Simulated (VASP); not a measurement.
Consider the following.

```yaml
crystal:
  lattice:
    - [-2.11148, 2.11148, 6.74222]
    - [2.11148, -2.11148, 6.74222]
    - [2.11148, 2.11148, -6.74222]
  atoms:
    - { symbol: Ca, position: [0.75000, 0.25000, 0.50000] }
    - { symbol: Ca, position: [0.00000, 0.00000, 0.00000] }
    - { symbol: Si, position: [0.33482, 0.83482, 0.50000] }
    - { symbol: Si, position: [0.58482, 0.58482, 0.00000] }
    - { symbol: Si, position: [0.41518, 0.41518, 0.00000] }
    - { symbol: Si, position: [0.16518, 0.66518, 0.50000] }
```

Method: PBEsol GGA, VASP's PBE PAW potentials (set 64) (plane waves; VASP 6.6.1). Run with 400 eV cut-off, 11×11×11 Γ-centred mesh, tetrahedra with Blöchl corrections, potentials Ca_sv Si.

Task: Predict the energy per atom (σ→0), band gap (on the k-mesh) with the smallest direct gap where there is one.

Result: 
| Property | Result |
|---|---|
| band gap (on the k-mesh) | none (metal, semimetal or under 0.01 eV) |
| energy per atom (σ→0) | -4.966 eV/atom |

The absolute energy has meaning only against runs of the same code, potentials and settings.

The structure comes from a computed database's CaSi2 entry (I4_1/amd); how it stands against other phases isn't given here. It was relaxed first.
